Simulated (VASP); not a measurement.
Consider the following.

```
CELL_PARAMETERS angstrom
      0.00000     1.85369     1.85369
      1.85369     0.00000     1.85369
      1.85369     1.85369     0.00000
ATOMIC_POSITIONS crystal
  Cu 0.00000 0.00000 0.00000
```

Computed with PW91 GGA, VASP's PBE PAW potentials (set 64) (plane waves; VASP). Numerical set-up: 520 eV cut-off, 17×17×17 Γ-centred mesh, first-order Methfessel-Paxton smearing of 0.10 eV, potentials Cu.

Q: Predict the energy per atom (σ→0), pressure, band gap (on the k-mesh) with the smallest direct gap where there is one.

A: 
```json
{
  "band gap (on the k-mesh)": "none (metal, semimetal or under 0.01 eV)",
  "energy per atom (σ→0)": "-3.711 eV/atom",
  "pressure": "-7.11 GPa"
}
```

Total energies compare only between runs with the same potentials, cut-off and functional.

The compound is Cu in the fcc structure. This cell is one point of a volume scan, at 1.06 of the reference volume.
